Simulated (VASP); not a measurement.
# HoBi: Ho into a neighbouring Ho vacancy

Aim: the barrier for one hop in HoBi: Ho into a neighbouring Ho vacancy. The start is a cell from a database of measured crystal structures.

Method: LDA, 4f electrons in the core; plane waves and PAW (Bi, Ho_3), in VASP 6.6.1.

### 1. The host crystal

Symmetry: Fm-3m, No. 225, cubic system. Conventional cell: a = 6.228 Å, b = 6.228 Å, c = 6.228 Å, α = 90.00°, β = 90.00°, γ = 90.00°. Bi has 6 Ho at 3.11 Å nearest. Ho has 6 Bi at 3.11 Å nearest. Farther neighbours are not listed.

Structure file:

```xyz
2
Lattice="0.0000 3.1140 3.1140 3.1140 0.0000 3.1140 3.1140 3.1140 0.0000" Properties=species:S:1:pos:R:3 pbc="T T T"
Bi    3.1140    3.1140    3.1140
Ho    0.0000    0.0000    0.0000
```

### 2. Relax the host

The later steps need the crystal at this functional's own lattice; a raised cutoff keeps the stress reliable while the cell changes.

File INCAR:

```
SYSTEM = HoBi
PREC = Accurate
ENCUT = 350
EDIFF = 1E-06
NELM = 120
ISMEAR = 0
SIGMA = 0.1
LREAL = .FALSE.
ALGO = Normal
GGA = CA
NBANDS = 13
LORBIT = 11
LWAVE = .FALSE.
LCHARG = .FALSE.
KPAR = 3
IBRION = 2
NSW = 40
ISIF = 3
EDIFFG = -0.02
POTIM = 0.4
```

File POSCAR:

```
HoBi
1.0
    0.0000000000      3.1140000000      3.1140000000
    3.1140000000      0.0000000000      3.1140000000
    3.1140000000      3.1140000000      0.0000000000
Bi Ho
1 1
Direct
    0.5000000000      0.5000000000      0.5000000000
    0.0000000000      0.0000000000      0.0000000000
```

File KPOINTS:

```
Automatic mesh
0
Gamma
5 5 5
0 0 0
```

PAW data sets: Bi and Ho_3 (PBE family, release 64).

Run with:

```console
> mpirun -np 3 vasp_std
```

The program printed:

```text
[banner, memory and clock lines left out]
running    3 mpi-ranks, on    1 nodes
 distrk:  each k-point on    1 cores,    3 groups
 distr:  one band on    1 cores,    1 groups

 POSCAR found type information on POSCAR BiHo
 POSCAR found :  2 types and       2 ions
|                                                                             |
|               ----> ADVICE to this user running VASP <----                  |
|                                                                             |
|     You enforced a specific xc type in the INCAR file but a different       |
|     [... a line on the potential file left out ...]
|     I HOPE YOU KNOW WHAT YOU ARE DOING!                                     |
|                                                                             |

 LDA part: xc-table for (Slater(with rela. corr.)+CA(PZ))
 , standard interpolation
 POSCAR, INCAR and KPOINTS ok, starting setup
 FFT: planning ... GRIDC
 FFT: planning ... GRID_SOFT
 FFT: planning ... GRID
 WAVECAR not read
 entering main loop
       N       E                     dE             d eps       ncg     rms          rms(c)
DAV:   1     0.315310109838E+02    0.31531E+02   -0.49756E+03   334   0.696E+02
DAV:   2    -0.928420234374E+01   -0.40815E+02   -0.36400E+02   425   0.218E+02
DAV:   3    -0.116191554901E+02   -0.23350E+01   -0.23114E+01   374   0.380E+01
DAV:   4    -0.116652692411E+02   -0.46114E-01   -0.46050E-01   341   0.382E+00
DAV:   5    -0.116699811398E+02   -0.47119E-02   -0.47118E-02   417   0.162E+00    0.195E+01
DAV:   6    -0.115126569272E+02    0.15732E+00   -0.21140E-01   430   0.384E+00    0.120E+01
DAV:   7    -0.115050120373E+02    0.76449E-02   -0.12621E-01   420   0.330E+00    0.979E-01
DAV:   8    -0.114978638990E+02    0.71481E-02   -0.26438E-02   425   0.131E+00    0.140E-01
DAV:   9    -0.114979671159E+02   -0.10322E-03   -0.11315E-03   275   0.221E-01    0.837E-02
DAV:  10    -0.114979802435E+02   -0.13128E-04   -0.66907E-05   422   0.649E-02    0.553E-02
DAV:  11    -0.114979779183E+02    0.23252E-05   -0.18361E-05   415   0.273E-02    0.143E-02
DAV:  12    -0.114979773842E+02    0.53413E-06   -0.54719E-07   175   0.912E-03
   1 F= -.11497977E+02 E0= -.11495581E+02  d E =-.114980E+02
 curvature:   0.00 expect dE= 0.000E+00 dE for cont linesearch  0.000E+00
 trial: gam= 0.00000 g(F)=  0.696E-61 g(S)=  0.395E-01 ort = 0.000E+00 (trialstep = 0.100E+01)
 search vector abs. value=  0.395E-01
 bond charge predicted
       N       E                     dE             d eps       ncg     rms          rms(c)
DAV:   1    -0.116048356316E+02   -0.10686E+00   -0.16955E+00   415   0.106E+01    0.190E+00
DAV:   2    -0.115405337247E+02    0.64302E-01   -0.94651E-02   420   0.312E+00    0.106E+00
DAV:   3    -0.115113251408E+02    0.29209E-01   -0.73906E-02   415   0.294E+00    0.561E-01
DAV:   4    -0.115113438296E+02   -0.18689E-04   -0.21267E-03   368   0.345E-01    0.444E-01
DAV:   5    -0.115112487233E+02    0.95106E-04   -0.61662E-04   408   0.182E-01    0.101E-01
DAV:   6    -0.115112564266E+02   -0.77033E-05   -0.45961E-05   402   0.483E-02    0.189E-02
DAV:   7    -0.115112561078E+02    0.31882E-06   -0.60202E-06   421   0.278E-02
   2 F= -.11511256E+02 E0= -.11509084E+02  d E =-.132787E-01
 trial-energy change:   -0.013279  1 .order   -0.012724   -0.039546    0.014099
 step:   0.7489(harm=  0.7372)  dis= 0.00000  next Energy=   -11.513018 (dE=-0.150E-01)
 bond charge predicted
       N       E                     dE             d eps       ncg     rms          rms(c)
DAV:   1    -0.115189799974E+02   -0.77236E-02   -0.10684E-01   415   0.257E+00    0.487E-01
DAV:   2    -0.115149095282E+02    0.40705E-02   -0.56948E-03   420   0.782E-01    0.270E-01
DAV:   3    -0.115130774210E+02    0.18321E-02   -0.45705E-03   415   0.736E-01    0.140E-01
DAV:   4    -0.115130788999E+02   -0.14789E-05   -0.13515E-04   371   0.837E-02    0.109E-01
DAV:   5    -0.115130730757E+02    0.58242E-05   -0.40669E-05   413   0.462E-02    0.234E-02
DAV:   6    -0.115130734375E+02   -0.36188E-06   -0.24412E-06   349   0.120E-02
   3 F= -.11513073E+02 E0= -.11510878E+02  d E =-.150961E-01
 curvature:  -0.37 expect dE=-0.534E-07 dE for cont linesearch -0.534E-07
 trial: gam= 0.00000 g(F)=  0.216E-61 g(S)=  0.145E-06 ort =-0.758E-04 (trialstep = 0.950E+00)
 search vector abs. value=  0.145E-06
 reached required accuracy - stopping structural energy minimisation
```

Elapsed: 12 s, on 3 MPI ranks of Intel Xeon Platinum 8375C at 2.90GHz (Ice Lake), shared host; peak memory 0.4 GiB.

Lines that name or quote the potential files are left out of all logs, and their timing lines are given in words.

From OUTCAR (step 2):

```text
ion  position               nearest neighbor table
   1  0.500  0.500  0.500-   2 3.11   2 3.11   2 3.11   2 3.11   2 3.11   2 3.11
   2  0.000  0.000  0.000-   1 3.11   1 3.11   1 3.11   1 3.11   1 3.11   1 3.11

  LATTYP: Found a face centered cubic cell.
 ALAT       =     6.2280000000

 Subroutine GETGRP returns: Found 48 space group operations
 (whereof 48 operations were pure point group operations)

The static configuration has the point symmetry O_h .

 Found     10 irreducible k-points:

   k-points           NKPTS =     10   k-points in BZ     NKDIM =     10   number of bands    NBANDS=     13

   dimension x,y,z NGX =    28 NGY =   28 NGZ =   28
   dimension x,y,z NGXF=    56 NGYF=   56 NGZF=   56

   ENCUT  =  350.0 eV  25.72 Ry    5.07 a.u.   6.72  6.72  6.72*2*pi/ulx,y,z

   NELECT =      14.0000    total number of electrons

 k-points in reciprocal lattice and weights: Automatic mesh
   0.00000000  0.00000000  0.00000000       0.008
   0.20000000  0.00000000  0.00000000       0.064
   0.40000000  0.00000000  0.00000000       0.064
   0.20000000  0.20000000  0.00000000       0.048
   0.40000000  0.20000000  0.00000000       0.192
  -0.40000000  0.20000000  0.00000000       0.192
  -0.20000000  0.20000000  0.00000000       0.096
   0.40000000  0.40000000  0.00000000       0.048
  -0.40000000  0.40000000  0.00000000       0.096
  -0.40000000  0.40000000  0.20000000       0.192

 average (electrostatic) potential at core
       1 -60.7681       2 -32.0017

 E-fermi :   4.5521

 k-point     1 :       0.0000    0.0000    0.0000
  band No.  band energies     occupation
      1     -19.3381      2.00000
      2     -19.3381      2.00000
      3     -19.3381      2.00000
      4      -6.7052      2.00000
      5       5.8670      0.00000
      6       5.8670      0.00000
      7       5.8670      0.00000
      8       5.8867      0.00000
      9       5.8867      0.00000
    ...

 k-point     2 :       0.2000    0.0000    0.0000
  band No.  band energies     occupation
    ...
      3     -19.3363      2.00000
      4      -6.3036      2.00000
      5       2.8508      2.00000
      6       4.1333      2.00000
      7       4.1333      2.00000
      8       6.3250      0.00000
      9       6.4170      0.00000
     10       6.4170      0.00000
     11       9.0685      0.00000
     12       9.0685      0.00000
    ...

 k-point     3 :       0.4000    0.0000    0.0000
  band No.  band energies     occupation
    ...
      3     -19.3334      2.00000
      4      -5.4811      2.00000
      5       0.5242      2.00000
      6       3.0510      2.00000
      7       3.0510      2.00000
      8       7.0798      0.00000
      9       7.3813      0.00000
     10       7.3813      0.00000
     11       9.0411      0.00000
     12      11.4106      0.00000
    ...

  Total        0.0015841      0.0015841      0.0015841     -0.0000000     -0.0000000      0.0000000
  in kB        0.0435679      0.0435679      0.0435679     -0.0000000     -0.0000000      0.0000000
  external PRESSURE =       0.0435679 kB  Pullay stress =       0.0000000 kB

  energy-cutoff  :      350.00
  volume of cell :       58.25
      direct lattice vectors                 reciprocal lattice vectors
    -0.000000000  3.076807490  3.076807490    -0.162506105  0.162506105  0.162506105
     3.076807490 -0.000000000  3.076807490     0.162506105 -0.162506105  0.162506105
     3.076807490  3.076807490  0.000000000     0.162506105  0.162506105 -0.162506105

 POSITION                                       TOTAL-FORCE (eV/Angst)
 -----------------------------------------------------------------------------------
      3.07681      3.07681      3.07681         0.000000      0.000000      0.000000
     -0.00000      0.00000      0.00000        -0.000000     -0.000000     -0.000000
 -----------------------------------------------------------------------------------
    total drift:                               -0.000000      0.000000      0.000000

  FREE ENERGIE OF THE ION-ELECTRON SYSTEM (eV)
  ---------------------------------------------------
  free  energy   TOTEN  =       -11.5130734375 eV

  energy  without entropy=      -11.5086822274  energy(sigma->0) =      -11.51087783

 reached required accuracy - stopping structural energy minimisation

 total charge
# of ion       s       p       d       tot
------------------------------------------
    1        1.655   2.542   0.047   4.245
    2        0.317   6.583   1.177   8.077
--------------------------------------------------
tot          1.972   9.126   1.225  12.322

[... 3 further parts left out ...]
```

The data set Ho_3 holds the 4f electrons frozen in the core, so no f bands or f moments appear. The k-mesh is coarse for a metal. The PAW data sets were made with PBE, a small mismatch for LDA. The data set Bi keeps the semicore shell frozen, which is cheaper and a little less accurate. The run keeps the 48 symmetry operations of its start, so it cannot find a distortion of lower symmetry.

Step by step:

```
step  energy less that of the first step (eV)  largest force (eV/Å)  pressure (GPa)  volume (Å³)
   1                                   0.0000                0.0000           -2.19        60.39
   2                                  -0.0133                0.0000            0.82        57.55
   3                                  -0.0151                0.0000            0.00        58.25
```

```
conventional cell, symmetrised  before  after  change
                         a (Å)   6.228  6.154  -1.2 %
                         b (Å)   6.228  6.154  -1.2 %
                         c (Å)   6.228  6.154  -1.2 %
              volume (Å³/atom)   30.20  29.13  -3.5 %
```

Final coordinates:

```cif
data_structure
_symmetry_space_group_name_H-M 'P 1'
_symmetry_Int_Tables_number 1
_cell_length_a 4.3513
_cell_length_b 4.3513
_cell_length_c 4.3513
_cell_angle_alpha 60.000
_cell_angle_beta 60.000
_cell_angle_gamma 60.000
_cell_volume 58.25
loop_
_atom_site_label
_atom_site_type_symbol
_atom_site_fract_x
_atom_site_fract_y
_atom_site_fract_z
_atom_site_occupancy
Bi1 Bi 0.50000 0.50000 0.50000 1
Ho2 Ho 0.00000 0.00000 0.00000 1
```

This step gave:

- electronic cycles: 25
- electrons: 14
- free energy (TOTEN): -11.51 eV
- energy at zero smearing: -11.51 eV
- Fermi energy: 4.552 eV
- labelled metallic, from the levels on this mesh: yes

The run ended after 3 ionic steps, 0.015 eV below its first step, once forces and stress met EDIFFG = -0.02.

(Part 1 of 4 ends here.)

[Lines on the potential files, build, host, timing and source positions are cut from VASP's logs without a mark.]

[Logs are printed without paths, hosts, clocks, repeated set-up lines and the standing remarks that a program may print on its own settings, such as how far it seeks lower states.]

[Hosts, paths, dates, database ids (printed as entryN), source tags and the programs' standing remarks are cut or masked in the printed files.]

[Runs that stopped without an error message from VASP are left out.]
